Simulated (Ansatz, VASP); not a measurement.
# H2W2CO2 (W2C(OH)2 MXene monolayer): VASP beside Ansatz, part 2 of 2

Wanted: the spread between two codes on one cell, functional and k mesh. Of the first pair: The structure shown is the start of the Ansatz relaxation below; VASP solves that cell, so the two are compared at the walk's first step.

VASP 6.6.1 and Ansatz 0.2.0.

So far. Step 4 (Side by side): The forces differ by 30 meV/Å r.m.s., which is 2.1 % of the r.m.s. force of 1.462 eV/Å (both taken over all components). With vacuum in the cell, a pressure given here is an average over mostly empty space and none of the material.

## (5) Ansatz: relaxation, PBE with D3(BJ)

Level of this step: Ansatz beside VASP: Kohn-Sham DFT, plane waves, PBE with D3(BJ) (Ansatz).

This run makes the geometry at which the two programs are then compared.

The structure compared here is the end of the Ansatz relaxation.

input.yaml

```yaml
crystal:
  lattice:
    - [3.125408, 0.0, 0.0]
    - [-1.562704, 2.7066827252, 0.0]
    - [0.0, 0.0, 44.2443915817]
  atoms:
    - { symbol: H, position: [0.3333333333, 0.6666666667, 0.4249126122] }
    - { symbol: O, position: [0.3333333333, 0.6666666667, 0.4470623121] }
    - { symbol: W, position: [0.6666666667, 0.3333333333, 0.4721274791] }
    - { symbol: C, position: [0.0, 0.0, 0.5] }
    - { symbol: W, position: [0.3333333333, 0.6666666667, 0.5278725209] }
    - { symbol: O, position: [0.6666666667, 0.3333333333, 0.5529376879] }
    - { symbol: H, position: [0.6666666667, 0.3333333333, 0.5750873878] }
  periodic: [true, true, false]
kpoints:
  mp_grid: { grid: [12, 12, 1] }
hamiltonian:
  xc: pbe
  dispersion: d3bj
scf:
  occupations: { method: fermi_dirac, width: 0.05 }
  convergence: { dr2_threshold: 1.0e-09 }
relax:
  f_tol: 0.004
  max_steps: 90
  cell: {}
output:
  write_potential: true
  write_density: true
  volumetric_format: npy
```

Command:

```console
$ ansatz run input.yaml --threads 2 --pin off --max-ram 3072MiB --backend cpu --events-out ev --progress --plain --runs-dir out
```

Numbers of over 12 decimals in the logs are rounded to 6 here.

What it wrote:

```text
[...]
Crystal: 7 atoms, lattice volume = 374.285 Å³
Basis set: ecut = 420 eV, 7251 PW (Γ), exchange–correlation on 48×48×600 points (8 copies of the dense FFT grid, shifted against one another)
Bands: 30, of which v1, the nominal top of the filled ones, is band 23 counted from 1 (22 counted from 0)
Symmetry: 12 space group operations
[...]
- [2.886014, 0.0, 0]
    - [-1.443007, 2.499362, 0]
    - [0, 0, 44.2443915817]
  atoms:
    - { symbol: H, position: [0.333333, 0.666667, 0.413454] }
    - { symbol: O, position: [0.333333, 0.666667, 0.435724] }
    - { symbol: W, position: [0.666667, 0.333333, 0.469294] }
    - { symbol: C, position: [0, 0, 0.5] }
    - { symbol: W, position: [0.333333, 0.666667, 0.530706] }
    - { symbol: O, position: [0.666667, 0.333333, 0.564276] }
    - { symbol: H, position: [0.666667, 0.333333, 0.586546] }
[key lines of the parts left out:]
SCF converged after 4 iterations
Free energy (F): -22186.148692 eV
Fermi energy:    -2.482335 eV
P = ½ c Tr σ = -0.0217 N/m
```

## (6) VASP: single point, PBE with D3(BJ), relaxed cell, pair 2

The same cell, functional, mesh and smearing now go to VASP, with its own data sets.

INCAR

```
SYSTEM = H2W2CO2
PREC = Accurate
ENCUT = 520
EDIFF = 1E-06
NELM = 120
ISMEAR = -1
SIGMA = 0.05
LREAL = .FALSE.
ALGO = Normal
GGA = PE
IVDW = 12
NBANDS = 22
LASPH = .TRUE.
LORBIT = 11
LWAVE = .FALSE.
LCHARG = .FALSE.
ISIF = 2
LDIPOL = .TRUE.
IDIPOL = 3
DIPOL = 0.5 0.5 0.5
LVHAR = .TRUE.
GGA_COMPAT = .FALSE.
NELMDL = -8
KPAR = 2
```

POSCAR

```
H2W2CO2
1.0
    2.8860142455      0.0000000000      0.0000000000
   -1.4430071228      2.4993616523      0.0000000000
    0.0000000000      0.0000000000     44.2443915817
H O W C
2 2 2 1
Direct
    0.3333333333      0.6666666667      0.4134537483
    0.6666666667      0.3333333333      0.5865462517
    0.3333333333      0.6666666667      0.4357241568
    0.6666666667      0.3333333333      0.5642758432
    0.6666666667      0.3333333333      0.4692937611
    0.3333333333      0.6666666667      0.5307062389
    0.0000000000      0.0000000000      0.5000000000
```

KPOINTS

```
Automatic mesh
0
Gamma
12 12 1
0 0 0
```

Potentials, in the order of the species: H, O, W and C (PBE family, release 64).

Command:

```console
$ mpirun -np 2 vasp_std
```

What it wrote:

```text
[... set-up lines as in an earlier step ...]
 entering main loop
       N       E                     dE             d eps       ncg     rms          rms(c)
DAV:   1     0.248815517500E+03    0.24882E+03   -0.11191E+04   908   0.102E+03
DAV:   2    -0.233685351299E+02   -0.27218E+03   -0.25976E+03  1306   0.240E+02
DAV:   3    -0.614727380030E+02   -0.38104E+02   -0.37268E+02  1088   0.105E+02
DAV:   4    -0.627023166994E+02   -0.12296E+01   -0.11987E+01  1180   0.211E+01
[...]
DAV:  23    -0.544525173051E+02   -0.87010E-05   -0.49145E-07   716   0.218E-03    0.919E-04
DAV:  24    -0.544525203410E+02   -0.30359E-05   -0.21192E-07   728   0.168E-03    0.925E-04
DAV:  25    -0.544525213123E+02   -0.97127E-06   -0.45497E-08   660   0.132E-03
   1 F= -.55870755E+02 E0= -.55853854E+02  d E =-.338030E-01
```

From OUTCAR (step 6):

```text
 Edisp (eV)   -1.41823

  Total      -0.30625    -0.30625    -0.14513     0.00000    -0.00000    -0.00000
  in kB      -1.53743    -1.53743    -0.72857     0.00000    -0.00000    -0.00000
  external pressure =       -1.27 kB  Pullay stress =        0.00 kB

 POSITION                                       TOTAL-FORCE (eV/Angst)
 -----------------------------------------------------------------------------------
     -0.00000      1.66624     18.29301         0.000000      0.000000     -0.070140
      1.44301      0.83312     25.95138         0.000000      0.000000      0.070140
     -0.00000      1.66624     19.27835        -0.000000      0.000000      0.125114
      1.44301      0.83312     24.96604         0.000000     -0.000000     -0.125114
      1.44301      0.83312     20.76362         0.000000      0.000000     -0.048270
     -0.00000      1.66624     23.48077        -0.000000     -0.000000      0.048270
      0.00000      0.00000     22.12220         0.000000      0.000000      0.000000
 -----------------------------------------------------------------------------------
    total drift:                                0.000000      0.000000     -0.000000

  FREE ENERGIE OF THE ION-ELECTRON SYSTEM (eV)
  ---------------------------------------------------
  free  energy   TOTEN  =       -55.8707551274 eV

  energy  without entropy=      -55.8369521458  energy(sigma->0) =      -55.85385364

[... 1 part as in an earlier step ...]

[... 2 further parts left out ...]
[key lines of the parts left out:]
E-fermi :  -0.5523
```

## (7) Differences

What differs besides the data sets and the points named for the pairs above, as far as they apply: the data sets hold 46 valence electrons in Ansatz (on its default PAW (the set named soft_2) files) and 30 in VASP. Total energies have different zeros and are not compared.

Forces (eV/Å; atoms numbered as in POSCAR):

```tsv
atom	Ansatz x, y, z	VASP x, y, z
H1	0.000, 0.000, -0.002	0.000, 0.000, -0.070
H2	0.000, 0.000, 0.002	0.000, 0.000, 0.070
O3	0.000, 0.000, -0.002	0.000, 0.000, 0.125
O4	0.000, 0.000, 0.002	0.000, 0.000, -0.125
W5	0.000, 0.000, 0.000	0.000, 0.000, -0.048
W6	0.000, 0.000, 0.000	0.000, 0.000, 0.048
C7	0.000, 0.000, 0.000	0.000, 0.000, 0.000
```

The forces differ by 47 meV/Å r.m.s., where the r.m.s. force is 0.001 eV/Å in Ansatz and 0.047 eV/Å in VASP: the atoms lie near their places of rest in Ansatz, so a percentage would say little (all taken over all components). With vacuum in the cell, a pressure given here is an average over mostly empty space and none of the material.

## (8) What the set-up changes

Further runs change the set-up of one program: Ansatz's method, potentials or start, or VASP's data sets, cutoff or form of LDA. The table gives that difference for each run.

```tsv
run	r.m.s. force difference (meV/Å)
as above	47
VASP with the data sets H, O, W_sv and C	28
```

## (9) Results

| Quantity | Value |
| --- | --- |
| r.m.s. force difference (single point, PBE with D3(BJ), start cell, pair 1) | 2.1 % of the r.m.s. force |
| r.m.s. force difference (single point, PBE with D3(BJ), relaxed cell, pair 2) | 47 meV/Å |

What this shows: The r.m.s. force difference is 47 meV/Å (single point, PBE with D3(BJ), relaxed cell, pair 2), beyond the 12 meV/Å picked in this series as the mark of a large difference. The data sets hold unlike numbers of valence electrons (46 in Ansatz and 30 in VASP), so part of the differences comes from the potentials. Single point, PBE with D3(BJ), relaxed cell, pair 2, VASP with the data sets H, O, W_sv and C: r.m.s. force difference goes from 47 to 28 meV/Å. How closely two codes agree says nothing of how well the functional describes the real material.

[Lines on the potential files, build, host, timing and source positions are cut from VASP's logs without a mark.]

[Logs are printed without paths, hosts, clocks, repeated set-up lines and the standing remarks that a program may print on its own settings, such as how far it seeks lower states.]

[Hosts, paths, dates, database ids (printed as entryN), source tags and the programs' standing remarks are cut or masked in the printed files.]
